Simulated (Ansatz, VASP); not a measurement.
# BN in two plane-wave programs, part 3 of 3

Aim: how closely do two programs agree when they are given the same cell, functional and k mesh? The cell is taken from a series of runs on this material, whose earlier steps may have relaxed, scaled, displaced or heated it; both programs get it as it stands.

VASP 6.6.1 and Ansatz 0.2.0.

So far: VASP: zone-centre phonons, LDA, pair 1; Ansatz: zone-centre phonons, LDA, pair 1; Differences; VASP: zone-centre phonons, LDA, pair 2; Ansatz: zone-centre phonons, LDA, pair 2; Side by side.

**8. VASP: zone-centre phonons, LDA, pair 3**

Level of this step: LDA; plane waves and PAW (B, N) (VASP).

Second derivatives magnify differences that forces hide, and they need a tight electronic threshold. The cell compared in this pair holds 10.78 Å³, against 10.55 Å³ for the pair before.

The input, INCAR:

```
SYSTEM = BN
PREC = Accurate
ENCUT = 600
EDIFF = 1E-08
NELM = 120
ISMEAR = 0
SIGMA = 0.01
LREAL = .FALSE.
ALGO = Normal
GGA = CA
NBANDS = 10
LORBIT = 11
LWAVE = .FALSE.
LCHARG = .FALSE.
ISIF = 2
IBRION = 8
LEPSILON = .TRUE.
LASPH = .TRUE.
GGA_COMPAT = .FALSE.
EFERMI = MIDGAP
KPAR = 2
```

The input, POSCAR:

```
BN
1.0
    0.0000000000      1.7533859732      1.7533859732
    1.7533859732      0.0000000000      1.7533859732
    1.7533859732      1.7533859732      0.0000000000
B N
1 1
Direct
    0.0000000000      0.0000000000      0.0000000000
    0.2500000000      0.2500000000      0.2500000000
```

The input, KPOINTS:

```
Automatic mesh
0
Gamma
12 12 12
0 0 0
```

PAW data sets: B and N (LDA family, release 64).

Started as:

```sh
$ mpirun -np 2 vasp_std
```

Numbers of over 12 decimals in the logs are rounded to 6 here.

Output:

```text
[... set-up lines as in an earlier step ...]
 entering main loop
       N       E                     dE             d eps       ncg     rms          rms(c)
DAV:   1     0.107212207458E+02    0.10721E+02   -0.56232E+03  1480   0.895E+02
DAV:   2    -0.201789428200E+02   -0.30900E+02   -0.29869E+02  1708   0.172E+02
DAV:   3    -0.206640787685E+02   -0.48514E+00   -0.48409E+00  1716   0.185E+01
DAV:   4    -0.206645584042E+02   -0.47964E-03   -0.47963E-03  1592   0.690E-01
[...]
DAV:  11    -0.193523968388E+02   -0.41830E-06   -0.14052E-06  1648   0.893E-03    0.581E-03
DAV:  12    -0.193523967825E+02    0.56228E-07   -0.38482E-07  1610   0.403E-03    0.222E-04
DAV:  13    -0.193523967833E+02   -0.70747E-09   -0.59508E-09   896   0.796E-04
   1 F= -.19352397E+02 E0= -.19352397E+02  d E =0.000000E+00
 Linear response reoptimize wavefunctions to high precision
DAV:   1    -0.193523967833E+02   -0.65484E-10   -0.17144E-10   962   0.153E-04
 Linear response G [H, r] |phi>, progress :
  Direction:   1
       N       E                     dE             d eps       ncg     rms
[...]
RMM:  11    -0.378441881548E-01    0.11897E-08   -0.26529E-07  5272   0.219E-05    0.430E-08
 first order change of Fermi-energy   0.12139E+01
 force on displaced ion       1 direction 1 : -29.892  -0.000  -0.000
 Born effective charge ion    1 direction 1 :   1.843   0.000   0.000
 Linear response progress:
  Degree of freedom:   2/  2
       N       E                     dE             d eps       ncg     rms          rms(c)
RMM:   1    -0.232043191987E+00   -0.23204E+00    0.93738E-02 11313   0.334E+00
RMM:   2    -0.225152610651E+00    0.68906E-02   -0.16862E-03  8671   0.432E-01    0.249E-01
RMM:   3    -0.226135164887E+00   -0.98255E-03   -0.40884E-04  8357   0.176E-01    0.133E-01
RMM:   4    -0.228325085388E+00   -0.21899E-02   -0.39509E-04  8103   0.171E-01    0.242E-02
[...]
RMM:   8    -0.228415687420E+00    0.14540E-06    0.89946E-08  9255   0.589E-05    0.198E-05
RMM:   9    -0.228415615338E+00    0.72082E-07    0.77159E-08  9657   0.540E-05    0.856E-07
RMM:  10    -0.228415612995E+00    0.23429E-08    0.86293E-08  7063   0.415E-05    0.382E-07
 first order change of Fermi-energy  -0.12136E+01
 force on displaced ion       2 direction 1 : -29.897   0.000   0.000
 Born effective charge ion    2 direction 1 :  -1.843   0.000   0.000
 Born effective charges drift removed
 Linear response finished
```

OUTCAR, selected parts (step 8):

```text
  Total        1.9579389      1.9579389      1.9579389     -0.0000000      0.0000000     -0.0000000
  in kB      290.9692793    290.9692793    290.9692793     -0.0000000      0.0000000     -0.0000000
  external PRESSURE =     290.9692793 kB  Pullay stress =       0.0000000 kB

 POSITION                                       TOTAL-FORCE (eV/Angst)
 -----------------------------------------------------------------------------------
      0.00000      0.00000      0.00000        -0.000000     -0.000000     -0.000000
      0.87669      0.87669      0.87669         0.000000      0.000000      0.000000
 -----------------------------------------------------------------------------------
    total drift:                               -0.000000     -0.000000     -0.000000

 MACROSCOPIC STATIC DIELECTRIC TENSOR (including local field effects in DFT)
 ------------------------------------------------------
           4.513635     0.000000    -0.000000
          -0.000000     4.513635    -0.000000
           0.000000     0.000000     4.513635
 ------------------------------------------------------

 MACROSCOPIC STATIC DIELECTRIC TENSOR IONIC CONTRIBUTION
 ------------------------------------------------------
           1.906473     0.000000     0.000000
           0.000000     1.906473    -0.000000
           0.000000    -0.000000     1.906473
 ------------------------------------------------------

[... 1 part as in an earlier step ...]

[... 1 further part left out ...]
```

**9. Ansatz: zone-centre phonons, LDA, pair 3**

The same cell, functional (in two slightly different forms) and mesh now go to Ansatz, which takes its cutoff from its data sets.

The cell is taken from a series of runs on this material, whose earlier steps may have relaxed, scaled, displaced or heated it; both programs get it as it stands.

The input, input.yaml:

```yaml
crystal:
  lattice:
    - [0.0, 1.7533859732, 1.7533859732]
    - [1.7533859732, 0.0, 1.7533859732]
    - [1.7533859732, 1.7533859732, 0.0]
  atoms:
    - { symbol: B, position: [0.0, 0.0, 0.0] }
    - { symbol: "N", position: [0.25, 0.25, 0.25] }
kpoints:
  mp_grid: { grid: [12, 12, 12] }
hamiltonian:
  xc: lda
  pseudopotentials: { kind: paw, azcp: { folder: soft_1 }, xc_functional: pbe }
scf:
  occupations: { method: fixed }
output:
  eigenvalues: true
phonons:
  method: dfpt
  dielectric: true
  rigid_motions: translations
```

Started as:

```sh
$ ansatz run input.yaml --threads 4 --pin off --max-ram 10240MiB --backend cpu --events-out ev --progress --plain --runs-dir out
```

Output:

```text
[...]
Crystal: 2 atoms, lattice volume = 10.781 Å³
Basis set: ecut = 420 eV, 181 PW (Γ), exchange–correlation on 36×36×36 points (8 copies of the dense FFT grid, shifted against one another)
Bands: 8, of which v1, the nominal top of the filled ones, is band 4 counted from 1 (3 counted from 0)
Symmetry: 24 space group operations
k-points: 280 of 1728 (irreducible under 4 space group operations, time reversal used)
[...]
optical modes at Γ + LO–TO along q̂ = [1.0000, 0.0000, 0.0000]:
      ω (cm⁻¹)  modes    IR ((D/Å)²/amu)
[...]
optical modes at Γ + LO–TO along q̂ = [0.0000, 1.0000, 0.0000]:
      ω (cm⁻¹)  modes    IR ((D/Å)²/amu)
       1150.82      2            25.8142
       1374.72      1            12.9071
  optical modes at Γ + LO–TO along q̂ = [0.0000, 0.0000, 1.0000]:
      ω (cm⁻¹)  modes    IR ((D/Å)²/amu)
       1150.82      2            25.8142
       1374.72      1            12.9071
[key lines of the parts left out:]
SCF converged after 7 iterations
Free energy (F): -526.414298 eV
Fermi energy:    12.433213 eV
```

**10. Side by side**

The two programs side by side:

```
                                    quantity  Ansatz    VASP  difference
                                       ε∞ xx    4.52    4.51     +0.05 %
                                       ε∞ yy    4.52    4.51     +0.05 %
                                       ε∞ zz    4.52    4.51     +0.05 %
Born charge of B1 (mean of the diagonal) (e)    1.85    1.84        0.00
Born charge of N2 (mean of the diagonal) (e)   -1.85   -1.84        0.00
                  optical mode 1 to 3 (cm⁻¹)  1150.8  1154.4     -0.31 %
```

Modes are paired by rising frequency, not by their patterns, so a pair may set unlike modes beside each other; they are those without the splitting of longitudinal modes.

**11. Results**

| Quantity | Value |
| --- | --- |
| r.m.s. difference of the optical zone-centre modes, each program's sorted by frequency (zone-centre phonons, LDA, pair 1) | 2.5 cm⁻¹ |
| r.m.s. difference of the optical zone-centre modes, each program's sorted by frequency (zone-centre phonons, LDA, pair 2) | 3.0 cm⁻¹ |
| r.m.s. difference of the optical zone-centre modes, each program's sorted by frequency (zone-centre phonons, LDA, pair 3) | 3.5 cm⁻¹ |

The r.m.s. difference of the optical zone-centre modes, each program's sorted by frequency is 2.5 cm⁻¹ (zone-centre phonons, LDA, pair 1). 4 further runs of this series are not shown here. How closely two codes agree says nothing of how well the functional describes the real material.

[Lines on the potential files, build, host, timing and source positions are cut from VASP's logs without a mark.]

[Logs are printed without paths, hosts, clocks, repeated set-up lines and the standing remarks that a program may print on its own settings, such as how far it seeks lower states.]

[Hosts, paths, dates, database ids (printed as entryN), source tags and the programs' standing remarks are cut or masked in the printed files.]
